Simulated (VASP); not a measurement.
**KZnF3: the band gap, functional by functional**

Aim: the gap of KZnF3 on one structure at many levels of theory. The starting structure is a measured crystal structure from the Crystallography Open Database. Cell and atoms stay as given. Meshes and data sets differ where the inputs say so.

Method: Kohn-Sham DFT with plane waves and PAW; LDA, PBE, r2SCAN, TB-mBJ and HSE06, in VASP 6.6.1.

## Step 1: Starting point

It takes space group Pm-3m (No. 221, cubic). Conventional cell: a = 4.050 Å, b = 4.050 Å, c = 4.050 Å, α = 90.00°, β = 90.00°, γ = 90.00°. Nearest to Zn lie 6 F at 2.02 Å. Nearest to K lie 12 F at 2.86 Å. Nearest to F lie 2 Zn at 2.02 Å and 4 K at 2.86 Å. Farther neighbours and most contacts between anions are not listed.

## Step 2: Bands with LDA

LDA, the lowest rung, knows the local density alone.

Input file INCAR:

```
SYSTEM = KZnF3
PREC = Accurate
ENCUT = 460
EDIFF = 1E-06
NELM = 100
ISMEAR = 0
SIGMA = 0.03
LREAL = .FALSE.
ALGO = Normal
GGA = CA
NBANDS = 36
LORBIT = 11
LWAVE = .FALSE.
LCHARG = .FALSE.
KPAR = 8
LASPH = .TRUE.
```

Input file POSCAR:

```
KZnF3
1.0
    4.0500000000      0.0000000000      0.0000000000
    0.0000000000      4.0500000000      0.0000000000
    0.0000000000      0.0000000000      4.0500000000
Zn K F
1 1 3
Direct
    0.5000000000      0.5000000000      0.5000000000
    0.0000000000      0.0000000000      0.0000000000
    0.5000000000      0.0000000000      0.5000000000
    0.0000000000      0.5000000000      0.5000000000
    0.5000000000      0.5000000000      0.0000000000
```

Input file KPOINTS:

```
Automatic mesh
0
Gamma
6 6 6
0 0 0
```

Input file KPOINTS_OPT:

```
Line mode
8
Line-mode
Reciprocal
  0.00000000   0.00000000   0.00000000 GAMMA
  0.00000000   0.50000000   0.00000000 X

  0.00000000   0.50000000   0.00000000 X
  0.50000000   0.50000000   0.00000000 M

  0.50000000   0.50000000   0.00000000 M
  0.00000000   0.00000000   0.00000000 GAMMA

  0.00000000   0.00000000   0.00000000 GAMMA
  0.50000000   0.50000000   0.50000000 R

  0.50000000   0.50000000   0.50000000 R
  0.00000000   0.50000000   0.00000000 X

  0.50000000   0.50000000   0.00000000 M
  0.50000000   0.50000000   0.50000000 R
```

Potentials, in the order of the species: Zn, K_sv and F (LDA family, release 64).

On the command line:

```bash
$ mpirun -np 8 vasp_std
```

The program printed:

```text
[banner, memory and clock lines left out]
running    8 mpi-ranks, on    1 nodes
 distrk:  each k-point on    1 cores,    8 groups
 distr:  one band on    1 cores,    1 groups

 POSCAR found type information on POSCAR ZnK F
 POSCAR found :  3 types and       5 ions
|                                                                             |
|           W    W    AA    RRRRR   N    N  II  N    N   GGGG   !!!           |
|           W    W   A  A   R    R  NN   N  II  NN   N  G    G  !!!           |
|           W    W  A    A  R    R  N N  N  II  N N  N  G       !!!           |
|           W WW W  AAAAAA  RRRRR   N  N N  II  N  N N  G  GGG   !            |
|           WW  WW  A    A  R   R   N   NN  II  N   NN  G    G                |
|           W    W  A    A  R    R  N    N  II  N    N   GGGG   !!!           |
|                                                                             |
|     For optimal performance we recommend to set                             |
|       NCORE = 2 up to number-of-cores-per-socket                            |
|     NCORE specifies how many cores store one orbital (NPAR=cpu/NCORE).      |
|     This setting can greatly improve the performance of VASP for DFT.       |
|     The default, NCORE=1 might be grossly inefficient on modern             |
|     multi-core architectures or massively parallel machines. Do your        |
|     Unfortunately you need to use the default for GW and RPA                |
|     calculations (for HF NCORE is supported but not extensively tested      |
|     yet).                                                                   |
|                                                                             |

 LDA part: xc-table for (Slater(with rela. corr.)+CA(PZ))
 , standard interpolation
 POSCAR, INCAR and KPOINTS ok, starting setup
 FFT: planning ... GRIDC
 FFT: planning ... GRID_SOFT
 FFT: planning ... GRID
 WAVECAR not read
 entering main loop
       N       E                     dE             d eps       ncg     rms          rms(c)
DAV:   1     0.394683468595E+03    0.39468E+03   -0.19770E+04  1448   0.129E+03
DAV:   2     0.133258024582E+02   -0.38136E+03   -0.35111E+03  1488   0.365E+02
DAV:   3    -0.241477107406E+02   -0.37474E+02   -0.36899E+02  1664   0.115E+02
DAV:   4    -0.251276599046E+02   -0.97995E+00   -0.97608E+00  1964   0.176E+01
DAV:   5    -0.251420659678E+02   -0.14406E-01   -0.14401E-01  1716   0.193E+00    0.110E+01
DAV:   6    -0.231394457940E+02    0.20026E+01   -0.38684E+00  1908   0.279E+01    0.726E+00
DAV:   7    -0.231265291535E+02    0.12917E-01   -0.89130E-01  1588   0.538E+00    0.436E+00
DAV:   8    -0.230861721548E+02    0.40357E-01   -0.19792E-01  1612   0.336E+00    0.842E-01
DAV:   9    -0.230723813277E+02    0.13791E-01   -0.38411E-02  1944   0.465E+00    0.136E-01
DAV:  10    -0.230732171142E+02   -0.83579E-03   -0.87654E-03  1540   0.635E-01    0.727E-02
DAV:  11    -0.230732249866E+02   -0.78724E-05   -0.28140E-04  1784   0.197E-01    0.449E-02
DAV:  12    -0.230732265256E+02   -0.15390E-05   -0.36697E-05  1724   0.100E-01    0.273E-02
DAV:  13    -0.230732156217E+02    0.10904E-04   -0.44790E-05  1984   0.110E-01    0.556E-03
DAV:  14    -0.230732157933E+02   -0.17164E-06   -0.77224E-06  1768   0.278E-02
   1 F= -.23073216E+02 E0= -.23073216E+02  d E =-.282032E-22
 Start KPOINTS_OPT (optional k-point list driver)
k-point batch [1-20\48]
       N       E                     dE             ncg
DAV:   1     0.898838709652E+03   -0.16076E+05     1452
DAV:   2    -0.666277723681E+04   -0.75616E+04     1496
DAV:   3    -0.743308925836E+04   -0.77031E+03     1672
DAV:   4    -0.745394485665E+04   -0.20856E+02     1928
DAV:   5    -0.745435083780E+04   -0.40598E+00     1712
DAV:   6    -0.745438228581E+04   -0.31448E-01     2128
DAV:   7    -0.745438240442E+04   -0.11861E-03     1700
DAV:   8    -0.745438240556E+04   -0.11388E-05     1476
DAV:   9    -0.745438240569E+04   -0.12595E-06     1064
[...]
k-point batch [41-48\48]
       N       E                     dE             ncg
DAV:   1     0.157655007122E+05   -0.11155E+05      600
DAV:   2     0.128865082695E+05   -0.28790E+04      608
DAV:   3     0.125986017462E+05   -0.28791E+03      672
DAV:   4     0.125911487573E+05   -0.74530E+01      760
DAV:   5     0.125910109677E+05   -0.13779E+00      664
DAV:   6     0.125910021764E+05   -0.87913E-02      848
DAV:   7     0.125910021487E+05   -0.27653E-04      636
DAV:   8     0.125910021485E+05   -0.26366E-06      516
```

Elapsed: 15 s, on 8 MPI ranks of AMD EPYC 7R43, shared host; peak memory 1.3 GiB; 91 s of CPU time.

The logs omit lines about the potential files and the build; timing stands in the text.

From OUTCAR (step 2):

```text
ion  position               nearest neighbor table
   1  0.500  0.500  0.500-   3 2.02   4 2.02   5 2.02   5 2.02   3 2.02   4 2.02
   2  0.000  0.000  0.000-
   3  0.500  0.000  0.500-   1 2.02   1 2.02
   4  0.000  0.500  0.500-   1 2.02   1 2.02
   5  0.500  0.500  0.000-   1 2.02   1 2.02

  LATTYP: Found a simple cubic cell.
 ALAT       =     4.0500000000

 Subroutine GETGRP returns: Found 48 space group operations
 (whereof 48 operations were pure point group operations)

The static configuration has the point symmetry O_h .

 Found     20 irreducible k-points:

   k-points           NKPTS =     20   k-points in BZ     NKDIM =     20   number of bands    NBANDS=     36

   dimension x,y,z NGX =    28 NGY =   28 NGZ =   28
   dimension x,y,z NGXF=    56 NGYF=   56 NGZF=   56

   ENCUT  =  460.0 eV  33.81 Ry    5.81 a.u.   7.08  7.08  7.08*2*pi/ulx,y,z

   NELECT =      42.0000    total number of electrons

 k-points in reciprocal lattice and weights: Automatic mesh
   0.00000000  0.00000000  0.00000000       0.005
   0.16666667  0.00000000  0.00000000       0.028
   0.33333333  0.00000000  0.00000000       0.028
   0.50000000  0.00000000  0.00000000       0.014
   0.16666667  0.16666667  0.00000000       0.056
   0.33333333  0.16666667  0.00000000       0.111
   0.50000000  0.16666667  0.00000000       0.056
   0.33333333  0.33333333  0.00000000       0.056
   0.50000000  0.33333333  0.00000000       0.056
[...]
0.50000000  0.50000000  0.33333333       0.028
   0.50000000  0.50000000  0.50000000       0.005

 average (electrostatic) potential at core
       1 -38.1205       2 -34.6575       3 -78.2337       4 -78.2337       5 -78.2337

 E-fermi :  -1.0042

 k-point     1 :       0.0000    0.0000    0.0000
  band No.  band energies     occupation
    ...
     17      -3.2194      2.00000
     18      -3.2194      2.00000
     19      -3.0073      2.00000
     20      -3.0073      2.00000
     21      -3.0073      2.00000
     22       2.3922      0.00000
     23       7.2718      0.00000
     24       7.2718      0.00000
     25       7.8557      0.00000
     26       9.7269      0.00000
    ...

 k-point     2 :       0.1667    0.0000    0.0000
  band No.  band energies     occupation
    ...
     17      -3.1878      2.00000
     18      -3.1878      2.00000
     19      -3.0448      2.00000
     20      -2.9926      2.00000
     21      -2.9926      2.00000
     22       2.9409      0.00000
     23       7.4629      0.00000
     24       7.5055      0.00000
     25       8.1567      0.00000
     26       9.7385      0.00000
    ...

 k-point     3 :       0.3333    0.0000    0.0000
  band No.  band energies     occupation
    ...
     17      -3.1789      2.00000
     18      -3.1789      2.00000
     19      -2.9279      2.00000
     20      -2.9205      2.00000
     21      -2.9205      2.00000
     22       4.2294      0.00000
     23       7.3397      0.00000
     24       7.9998      0.00000
     25       9.3170      0.00000
     26       9.7539      0.00000
    ...

  Total       -2.4149571     -2.4149571     -2.4149571      0.0000000     -0.0000000      0.0000000
  in kB      -58.2445013    -58.2445013    -58.2445013      0.0000000     -0.0000000      0.0000000
  external PRESSURE =     -58.2445013 kB  Pullay stress =       0.0000000 kB

  energy-cutoff  :      460.00
  volume of cell :       66.43
      direct lattice vectors                 reciprocal lattice vectors
     4.050000000  0.000000000  0.000000000     0.246913580  0.000000000  0.000000000
     0.000000000  4.050000000  0.000000000     0.000000000  0.246913580  0.000000000
     0.000000000  0.000000000  4.050000000     0.000000000  0.000000000  0.246913580

 POSITION                                       TOTAL-FORCE (eV/Angst)
 -----------------------------------------------------------------------------------
      2.02500      2.02500      2.02500         0.000000      0.000000      0.000000
      0.00000      0.00000      0.00000         0.000000      0.000000      0.000000
      2.02500      0.00000      2.02500         0.000000      0.000000      0.000000
      0.00000      2.02500      2.02500         0.000000      0.000000      0.000000
      2.02500      2.02500      0.00000         0.000000      0.000000      0.000000
 -----------------------------------------------------------------------------------
    total drift:                                0.000000      0.000000      0.000000

  FREE ENERGIE OF THE ION-ELECTRON SYSTEM (eV)
  ---------------------------------------------------
  free  energy   TOTEN  =       -23.0732157933 eV

  energy  without entropy=      -23.0732157933  energy(sigma->0) =      -23.07321579

 total charge
# of ion       s       p       d       tot
------------------------------------------
    1        0.354   0.387   9.952  10.693
    2        1.952   5.562   0.024   7.538
    3        1.734   4.341   0.000   6.075
    4        1.734   4.341   0.000   6.075
    5        1.734   4.341   0.000   6.075
--------------------------------------------------
tot          7.509  18.970   9.977  36.455

[... 3 further parts left out ...]
```

At this level the cell is under a tension of 5.8 GPa, so at these settings it is away from equilibrium.

LDA gives a least gap of 3.597 eV, and a least direct gap of 5.399 eV.

## Step 3: Bands with PBE

PBE, the usual starting point, adds the gradient of the density.

INCAR: that of step 2 with these lines changed.

```diff
@@ -9,3 +9,3 @@
 ALGO = Normal
-GGA = CA
+GGA = PE
 NBANDS = 36
```

POSCAR is that of step 2.

KPOINTS is that of step 2.

KPOINTS_OPT is that of step 2.

The projector-augmented-wave data sets are Zn, K_sv and F (PBE family, release 64).

On the command line:

```bash
$ mpirun -np 8 vasp_std
```

The program printed:

```text
[banner, memory and clock lines left out]
running    8 mpi-ranks, on    1 nodes
[...]
[... a notice as in an earlier step ...]

 LDA part: xc-table for (Slater+PW92), standard interpolation
 POSCAR, INCAR and KPOINTS ok, starting setup
[...]
entering main loop
       N       E                     dE             d eps       ncg     rms          rms(c)
DAV:   1     0.392948595000E+03    0.39295E+03   -0.19913E+04  1448   0.129E+03
DAV:   2     0.154541876197E+02   -0.37749E+03   -0.34901E+03  1508   0.361E+02
DAV:   3    -0.215542872324E+02   -0.37008E+02   -0.36471E+02  1648   0.114E+02
DAV:   4    -0.224913089455E+02   -0.93702E+00   -0.93373E+00  1972   0.170E+01
[...]
DAV:  12    -0.202739513449E+02   -0.27410E-04   -0.55295E-05  1532   0.454E-02    0.142E-02
DAV:  13    -0.202739493833E+02    0.19616E-05   -0.16942E-05  1948   0.112E-01    0.623E-03
DAV:  14    -0.202739487773E+02    0.60603E-06   -0.38058E-06  1476   0.355E-02
   1 F= -.20273949E+02 E0= -.20273949E+02  d E =-.293013E-42
 Start KPOINTS_OPT (optional k-point list driver)
k-point batch [1-20\48]
       N       E                     dE             ncg
DAV:   1     0.108860425697E+04   -0.15886E+05     1452
DAV:   2    -0.640832645054E+04   -0.74969E+04     1504
DAV:   3    -0.716826659155E+04   -0.75994E+03     1648
DAV:   4    -0.718826544551E+04   -0.19999E+02     1976
DAV:   5    -0.718858873479E+04   -0.32329E+00     1688
DAV:   6    -0.718861095492E+04   -0.22220E-01     2104
DAV:   7    -0.718861101097E+04   -0.56055E-04     1692
DAV:   8    -0.718861101144E+04   -0.46890E-06     1396
[...]
k-point batch [41-48\48]
       N       E                     dE             ncg
DAV:   1     0.158427774914E+05   -0.11077E+05      600
DAV:   2     0.129865190263E+05   -0.28563E+04      624
DAV:   3     0.127042731545E+05   -0.28225E+03      664
DAV:   4     0.126971028130E+05   -0.71703E+01      760
DAV:   5     0.126969724947E+05   -0.13032E+00      656
DAV:   6     0.126969655495E+05   -0.69452E-02      840
DAV:   7     0.126969655333E+05   -0.16201E-04      636
DAV:   8     0.126969655332E+05   -0.12324E-06      512
```

Wall time 20 s (8 MPI ranks); peak memory 1.4 GiB.

From OUTCAR (step 3):

```text
  Total        1.4240686      1.4240686      1.4240686     -0.0000000      0.0000000     -0.0000000
  in kB       34.3460216     34.3460216     34.3460216     -0.0000000      0.0000000     -0.0000000
  external PRESSURE =      34.3460216 kB  Pullay stress =       0.0000000 kB

  FREE ENERGIE OF THE ION-ELECTRON SYSTEM (eV)
  ---------------------------------------------------
  free  energy   TOTEN  =       -20.2739487773 eV

  energy  without entropy=      -20.2739487773  energy(sigma->0) =      -20.27394878

[... 3 parts as in an earlier step ...]

[... 1 further part left out ...]
[key lines of the parts left out:]
E-fermi :  -0.4737
```

PBE gives a least gap of 3.796 eV, and a least direct gap of 5.653 eV. The least gap is +0.199 eV from that of LDA.

## Step 4: Bands with r2SCAN

r2SCAN adds the kinetic-energy density, costs more than a GGA and is run with LASPH.

INCAR: that of step 3 with these lines changed.

```diff
@@ -9,3 +9,4 @@
 ALGO = Normal
-GGA = PE
+METAGGA = R2SCAN
+LASPH = .TRUE.
 NBANDS = 36
@@ -15,2 +16 @@
 KPAR = 8
-LASPH = .TRUE.
```

POSCAR is that of step 3.

KPOINTS is that of step 3.

KPOINTS_OPT is that of step 3.

On the command line:

```bash
$ mpirun -np 8 vasp_std
```

The program printed:

```text
[banner, memory and clock lines left out]
running    8 mpi-ranks, on    1 nodes
[...]
[... a notice as in an earlier step ...]

|                                                                             |
|               ----> ADVICE to this user running VASP <----                  |
|                                                                             |
|     You enforced a specific xc type in the INCAR file but a different       |
|     [... a line on the potential file left out ...]
|     I HOPE YOU KNOW WHAT YOU ARE DOING!                                     |
|                                                                             |

 LDA part: xc-table for (None), standard interpolation
 POSCAR, INCAR and KPOINTS ok, starting setup
[...]
entering main loop
       N       E                     dE             d eps       ncg     rms          rms(c)
DAV:   1     0.371209627839E+03    0.37121E+03   -0.20223E+04  1448   0.131E+03
DAV:   2    -0.122691792887E+02   -0.38348E+03   -0.35443E+03  1512   0.370E+02
[...]
DAV:  17    -0.383656709812E+02   -0.16976E-05   -0.53151E-07   800   0.918E-03    0.164E-03
DAV:  18    -0.383656702045E+02    0.77668E-06   -0.34174E-07   768   0.115E-02
   1 F= -.38365670E+02 E0= -.38365670E+02  d E =-.123767E-18
 Start KPOINTS_OPT (optional k-point list driver)
k-point batch [1-20\48]
       N       E                     dE             ncg
DAV:   1     0.702097849358E+03   -0.16273E+05     1448
DAV:   2    -0.705601779171E+04   -0.77581E+04     1480
DAV:   3    -0.783724103475E+04   -0.78122E+03     1672
DAV:   4    -0.785787730750E+04   -0.20636E+02     2008
DAV:   5    -0.785818304388E+04   -0.30574E+00     1680
DAV:   6    -0.785820564832E+04   -0.22604E-01     2088
DAV:   7    -0.785820571539E+04   -0.67073E-04     1660
DAV:   8    -0.785820571589E+04   -0.49150E-06     1384
[...]
k-point batch [41-48\48]
       N       E                     dE             ncg
DAV:   1     0.156775498059E+05   -0.11243E+05      600
DAV:   2     0.127255713482E+05   -0.29520E+04      632
DAV:   3     0.124362245402E+05   -0.28935E+03      660
DAV:   4     0.124289197173E+05   -0.73048E+01      784
DAV:   5     0.124287989208E+05   -0.12080E+00      644
DAV:   6     0.124287916611E+05   -0.72597E-02      840
DAV:   7     0.124287916421E+05   -0.19062E-04      616
DAV:   8     0.124287916419E+05   -0.17912E-06      516
```

Run time: 60 s. Hardware: 8 MPI ranks; peak memory 1.4 GiB; 6.3 min of CPU time.

From OUTCAR (step 4):

```text
  Total       -0.5083977     -0.5083977     -0.5083977     -0.0000000     -0.0000000      0.0000000
  in kB      -12.2616545    -12.2616545    -12.2616545     -0.0000000     -0.0000000      0.0000000
  external PRESSURE =     -12.2616545 kB  Pullay stress =       0.0000000 kB

  FREE ENERGIE OF THE ION-ELECTRON SYSTEM (eV)
  ---------------------------------------------------
  free  energy   TOTEN  =       -38.3656702045 eV

  energy  without entropy=      -38.3656702045  energy(sigma->0) =      -38.36567020

[... 3 parts as in an earlier step ...]

[... 1 further part left out ...]
[key lines of the parts left out:]
E-fermi :  -1.0597
```

r2SCAN gives a least gap of 4.580 eV, and a least direct gap of 6.564 eV. The least gap is +0.983 eV from that of LDA.

(Continued in part 2 of 2.)

[Lines on the potential files, build, host, timing and source positions are cut from VASP's logs without a mark.]

[Logs are printed without paths, hosts, clocks, repeated set-up lines and the standing remarks that a program may print on its own settings, such as how far it seeks lower states.]

[Hosts, paths, dates, database ids (printed as entryN), source tags and the programs' standing remarks are cut or masked in the printed files.]
